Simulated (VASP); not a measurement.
Calculation: PBEsol GGA, VASP's PBE PAW potentials (set 64) (plane waves; VASP).

Input for VASP

**KPOINTS**
```
Automatic mesh
0
Gamma
12 12 9
0 0 0
```

### INCAR
```
SYSTEM = ZrB2
PREC = Accurate
ENCUT = 620
EDIFF = 1E-6
NELM = 100
ALGO = Normal
LREAL = .FALSE.
LASPH = .TRUE.
ISMEAR = 1
SIGMA = 0.1
GGA = PS
LMAXMIX = 4
LWAVE = .FALSE.
LCHARG = .FALSE.
IBRION = 2
ISIF = 3
NSW = 40
EDIFFG = -0.02
PSTRESS = 450
```

**POSCAR**
```
ZrB2
1
    1.5105598011    -2.6163670096    -0.0000000000
    1.5105598011     2.6163670096    -0.0000000000
    0.0000000000    -0.0000000000     3.3410056570
Zr B
1 2
Direct
  1.0000000000   1.0000000000   1.0000000000
  0.3333330000   0.6666670000   0.5000000000
  0.6666670000   0.3333330000   0.5000000000
```

POTCAR, in this order: Zr_sv B (PBE.64 set). Program: vasp_std.

The resulting files:

File OSZICAR:
```
       N       E                     dE             d eps       ncg     rms          rms(c)
DAV:   1     0.131227894583E+03    0.13123E+03   -0.11271E+04  2470   0.162E+03
DAV:   2    -0.220051926326E+02   -0.15323E+03   -0.14771E+03  2875   0.378E+02
DAV:   3    -0.285588463948E+02   -0.65537E+01   -0.64947E+01  3873   0.680E+01
DAV:   4    -0.287093587300E+02   -0.15051E+00   -0.15047E+00  3122   0.968E+00
DAV:   5    -0.287131052480E+02   -0.37465E-02   -0.37464E-02  3769   0.117E+00    0.311E+01
DAV:   6    -0.259934379171E+02    0.27197E+01   -0.71944E+00  2976   0.213E+01    0.135E+01
DAV:   7    -0.259290814746E+02    0.64356E-01   -0.10214E+00  3696   0.718E+00    0.420E+00
DAV:   8    -0.259307803461E+02   -0.16989E-02   -0.15665E-01  2919   0.395E+00    0.790E-01
DAV:   9    -0.259261798554E+02    0.46005E-02   -0.24135E-02  2892   0.144E+00    0.163E-01
DAV:  10    -0.259260498098E+02    0.13005E-03   -0.93117E-04  3005   0.303E-01    0.438E-02
DAV:  11    -0.259260509551E+02   -0.11453E-05   -0.29403E-05  3268   0.592E-02    0.200E-02
DAV:  12    -0.259260491010E+02    0.18541E-05   -0.37149E-06  2925   0.206E-02    0.338E-03
DAV:  13    -0.259260491116E+02   -0.10623E-07   -0.10179E-06  1600   0.988E-03
   1 F= -.18508751E+02 E0= -.18508768E+02  d E =-.185088E+02
       N       E                     dE             d eps       ncg     rms          rms(c)
DAV:   1    -0.258956128034E+02    0.30436E-01   -0.66024E-02  2585   0.303E+00    0.671E-01
DAV:   2    -0.258938721752E+02    0.17406E-02   -0.53943E-03  2615   0.907E-01    0.182E-01
DAV:   3    -0.258936437563E+02    0.22842E-03   -0.19964E-03  3749   0.373E-01    0.858E-02
DAV:   4    -0.258936844666E+02   -0.40710E-04   -0.74688E-05  2961   0.840E-02    0.301E-02
DAV:   5    -0.258937149552E+02   -0.30489E-04   -0.62343E-05  3559   0.526E-02    0.261E-02
DAV:   6    -0.258937251211E+02   -0.10166E-04   -0.79279E-06  3677   0.212E-02    0.713E-03
DAV:   7    -0.258937258276E+02   -0.70651E-06   -0.42827E-07  1335   0.734E-03
   2 F= -.18508513E+02 E0= -.18508527E+02  d E =0.237906E-03
       N       E                     dE             d eps       ncg     rms          rms(c)
DAV:   1    -0.259166765746E+02   -0.22951E-01   -0.30392E-02  2575   0.206E+00    0.456E-01
DAV:   2    -0.259158874730E+02    0.78910E-03   -0.25250E-03  2605   0.618E-01    0.124E-01
DAV:   3    -0.259157801007E+02    0.10737E-03   -0.90594E-04  3764   0.252E-01    0.575E-02
DAV:   4    -0.259157948204E+02   -0.14720E-04   -0.33937E-05  2946   0.565E-02    0.203E-02
DAV:   5    -0.259158051761E+02   -0.10356E-04   -0.28880E-05  3562   0.355E-02    0.175E-02
DAV:   6    -0.259158072216E+02   -0.20455E-05   -0.34365E-06  3222   0.143E-02    0.460E-03
DAV:   7    -0.259158070530E+02    0.16862E-06   -0.30967E-07  1295   0.580E-03
   3 F= -.18508821E+02 E0= -.18508837E+02  d E =-.696727E-04
```

File OUTCAR:
```
------------------------ aborting loop because EDIFF is reached ----------------------------------------
  FORCE on cell =-STRESS in cart. coord.  units (eV):
  Direction    XX          YY          ZZ          XY          YZ          ZX
  --------------------------------------------------------------------------------------
  Total        7.4021874      7.4021916      7.4362368      0.0000000      0.0000000     -0.0000000
  in kB      449.7084562    449.7087099    451.7770721      0.0000000      0.0000000     -0.0000000
  external PRESSURE =       0.3980794 kB  Pullay stress =     450.0000000 kB
  volume of cell :       26.37
      direct lattice vectors                 reciprocal lattice vectors
     1.509702726 -2.614882563 -0.000000000     0.331191030 -0.191213176 -0.000000000
     1.509702726  2.614882563  0.000000000     0.331191030  0.191213176  0.000000000
     0.000000000 -0.000000000  3.340150089    -0.000000000 -0.000000000  0.299387744
 POSITION                                       TOTAL-FORCE (eV/Angst)
 -----------------------------------------------------------------------------------
      0.00000      0.00000      0.00000         0.000000      0.000000      0.000000
      1.50970      0.87163      1.67008        -0.000000      0.000000      0.000000
      1.50970     -0.87163      1.67008         0.000000     -0.000000     -0.000000
 -----------------------------------------------------------------------------------
    total drift:                                0.000000      0.000000      0.000000
  FREE ENERGIE OF THE ION-ELECTRON SYSTEM (eV)
  ---------------------------------------------------
  free  energy   TOTEN  =       -25.9158070530 eV

  energy  without entropy=      -25.9158550276  energy(sigma->0) =      -25.91582304
  enthalpy is  TOTEN    =       -18.5088208224 eV   P V=        7.4069862306

 reached required accuracy - stopping structural energy minimisation
```
(Selected blocks of OUTCAR.)

CONTCAR:
```
ZrB2
   1.00000000000000
     1.5097027256240410   -2.6148825627235910   -0.0000000000000000
     1.5097027256240410    2.6148825627235910    0.0000000000000000
     0.0000000000000000   -0.0000000000000000    3.3401500886716864
  Zr              B
     1     2
Direct
     0.0000000000000000    0.0000000000000000    0.0000000000000000
     0.3333330000000032    0.6666669999999968    0.5000000000000000
     0.6666669999999968    0.3333330000000032    0.5000000000000000
```

### OUTCAR
```
 val. band max:       12.2531281523   @ k =   0.1667   0.1667   0.1111

 cond. band min:      12.3427094638   @ k =   0.1667   0.1667   0.2222


 Fermi energy:        12.2905647368

 k-point     1 :       0.0000    0.0000    0.0000
  band No.  band energies     occupation
      1     -35.8219      2.00000
      2     -14.1405      2.00000
      3     -13.3082      2.00000
      4     -13.3082      2.00000
      5      -1.1436      2.00000
      6       9.2035      2.00000
      7       9.2036      2.00000
      8       9.2273      2.00000
      9      10.1000      2.00000
     10      16.3345      0.00000
     11      16.3345      0.00000
     12      17.2925      0.00000
     13      17.2925      0.00000

 k-point     2 :       0.0833    0.0000    0.0000
  band No.  band energies     occupation
      1     -35.8076      2.00000
      2     -14.1206      2.00000
      3     -13.4233      2.00000
      4     -13.3324      2.00000
      5      -0.9798      2.00000
      6       8.8043      2.00000
      7       9.2348      2.00000
      8       9.3874      2.00000
      9       9.8702      2.00000
     10      16.1896      0.00000
     11      16.2221      0.00000
     12      16.5676      0.00000
     13      16.6179      0.00000

 k-point     3 :       0.1667    0.0000    0.0000
  band No.  band energies     occupation
      1     -35.7683      2.00000
      2     -14.0656      2.00000
      3     -13.7272      2.00000
      4     -13.3978      2.00000
      5      -0.5181      2.00000
      6       7.8583      2.00000
      7       9.2811      2.00000
      8       9.3339      2.00000
      9       9.7433      2.00000
     10      15.0765      0.00000
     11      15.9344      0.00000
     12      16.1312      0.00000
     13      16.9691      0.00000

 k-point     4 :       0.2500    0.0000    0.0000
  band No.  band energies     occupation
      1     -35.7141      2.00000
      2     -14.1202      2.00000
      3     -13.9895      2.00000
...
```

The compound is ZrB2 in the AlB2 type structure. This run relaxes it under an external pressure of 45 GPa. Symmetry was kept, so distortions that lower it aren't found.
